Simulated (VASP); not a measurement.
Given:

```yaml
crystal:
  lattice:
    - [0.00000, 2.97114, 2.97114]
    - [2.97114, 0.00000, 2.97114]
    - [2.97114, 2.97114, 0.00000]
  atoms:
    - { symbol: Ca, position: [0.00000, 0.00000, 0.00000] }
    - { symbol: Se, position: [0.50000, 0.50000, 0.50000] }
```

These are r2SCAN meta-GGA, VASP's PBE PAW potentials (set 64) (plane waves; VASP) values and carry that method's errors. Run with 480 eV cut-off, 8×8×8 Γ-centred mesh, Gaussian smearing of 0.050 eV, potentials Ca_sv Se.

**Question.** Estimate the energy per atom (σ→0), band gap (on the k-mesh) with the smallest direct gap where there is one.

**Answer.** 
The band gap (on the k-mesh) is 2.53 eV and the smallest direct gap (on the k-mesh) is 3.46 eV. The energy per atom (σ→0) is -12.989 eV/atom.

The absolute energy has meaning only against runs of the same code, potentials and settings.

The compound is CaSe in the rock salt structure. It was relaxed first.
